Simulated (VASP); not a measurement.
These are r2SCAN meta-GGA, VASP's PBE PAW potentials (set 64) (plane waves; VASP) values and carry that method's errors.

VASP ran on this input.

KPOINTS:
```
Automatic mesh
0
Gamma
14 14 14
0 0 0
```

### INCAR
```
! general
SYSTEM =In
PREC   =Accurate
ENCUT  =480
LREAL  =.FALSE.
LASPH  =.TRUE.

! electronic loop
EDIFF  =1E-7
NELM   =100
ALGO   =Normal
LMAXMIX=4
LMIXTAU=.TRUE.

! smearing
ISMEAR =1
SIGMA  =0.1

! functional
METAGGA=R2SCAN

! ions
ISIF   =2

! output
LWAVE  =.FALSE.
LCHARG =.FALSE.
```

### POSCAR
```
In
1
   -1.6184186607     1.6184186607     2.5045728184
    1.6184186607    -1.6184186607     2.5045728184
    1.6184186607     1.6184186607    -2.5045728184
In
1
Direct
  0.0000000000   1.0000000000   0.0000000000
```

POTCAR, in this order: In_d (PBE.64 set). Program: vasp_std.

The resulting files:

### OSZICAR
```
       N       E                     dE             d eps       ncg     rms          rms(c)
DAV:   1     0.488580657453E+02    0.48858E+02   -0.63292E+03  4934   0.158E+03
DAV:   2    -0.222334437609E+02   -0.71092E+02   -0.70187E+02  4956   0.288E+02
DAV:   3    -0.250047001582E+02   -0.27713E+01   -0.27528E+01  5710   0.662E+01
DAV:   4    -0.250700130508E+02   -0.65313E-01   -0.65273E-01  6466   0.102E+01
DAV:   5    -0.250727470642E+02   -0.27340E-02   -0.27339E-02  6200   0.160E+00    0.360E+00
DAV:   6    -0.224362132751E+02    0.26365E+01   -0.15864E+00  5450   0.318E+01    0.142E+00
DAV:   7    -0.225529008999E+02   -0.11669E+00   -0.17570E-01  5058   0.899E+00    0.121E+00
DAV:   8    -0.225327939463E+02    0.20107E-01   -0.10780E-01  4958   0.332E+00    0.264E-01
DAV:   9    -0.225750767377E+02   -0.42283E-01   -0.39631E-02  4946   0.204E+00    0.206E-01
DAV:  10    -0.225712979126E+02    0.37788E-02   -0.26007E-03  5452   0.780E-01    0.125E-01
DAV:  11    -0.225751140454E+02   -0.38161E-02   -0.32529E-03  4992   0.832E-01    0.159E-01
DAV:  12    -0.225759014809E+02   -0.78744E-03   -0.76592E-04  5438   0.493E-01    0.220E-02
DAV:  13    -0.225761129748E+02   -0.21149E-03   -0.21874E-04  5098   0.202E-01    0.182E-02
DAV:  14    -0.225761115124E+02    0.14624E-05   -0.14544E-05  6036   0.469E-02    0.385E-02
DAV:  15    -0.225761098705E+02    0.16419E-05   -0.40464E-06  5088   0.247E-02    0.300E-02
DAV:  16    -0.225761209742E+02   -0.11104E-04   -0.57658E-06  5000   0.250E-02    0.147E-02
DAV:  17    -0.225761221639E+02   -0.11897E-05   -0.59479E-07  5400   0.829E-03    0.101E-02
DAV:  18    -0.225761220168E+02    0.14704E-06   -0.33160E-08  2976   0.258E-03    0.991E-03
DAV:  19    -0.225761222884E+02   -0.27154E-06   -0.96812E-08  3876   0.426E-03    0.681E-03
DAV:  20    -0.225761221496E+02    0.13881E-06   -0.21871E-07  5168   0.781E-03    0.171E-03
DAV:  21    -0.225761221511E+02   -0.15884E-08   -0.68557E-09  2594   0.973E-04
   1 F= -.22576122E+02 E0= -.22576111E+02  d E =-.347501E-04
```

OUTCAR:
```
------------------------ aborting loop because EDIFF is reached ----------------------------------------
  FORCE on cell =-STRESS in cart. coord.  units (eV):
  Direction    XX          YY          ZZ          XY          YZ          ZX
  --------------------------------------------------------------------------------------
  Total        0.0118066      0.0118066      0.0072397      0.0000000     -0.0000000      0.0000000
  in kB        0.7208778      0.7208778      0.4420318      0.0000000     -0.0000000      0.0000000
  external PRESSURE =       0.6279291 kB  Pullay stress =       0.0000000 kB
  volume of cell :       26.24
      direct lattice vectors                 reciprocal lattice vectors
    -1.618418661  1.618418661  2.504572818     0.000000000  0.308943546  0.199634842
     1.618418661 -1.618418661  2.504572818     0.308943546  0.000000000  0.199634842
     1.618418661  1.618418661 -2.504572818     0.308943546  0.308943546  0.000000000
 POSITION                                       TOTAL-FORCE (eV/Angst)
 -----------------------------------------------------------------------------------
      0.00000      0.00000      0.00000        -0.000000     -0.000000      0.000000
 -----------------------------------------------------------------------------------
    total drift:                               -0.000000      0.000000      0.000000
  FREE ENERGIE OF THE ION-ELECTRON SYSTEM (eV)
  ---------------------------------------------------
  free  energy   TOTEN  =       -22.5761221511 eV

  energy  without entropy=      -22.5760874010  energy(sigma->0) =      -22.57611057
```
(Selected blocks of OUTCAR.)

The compound is In in the bct structure. It was relaxed first.
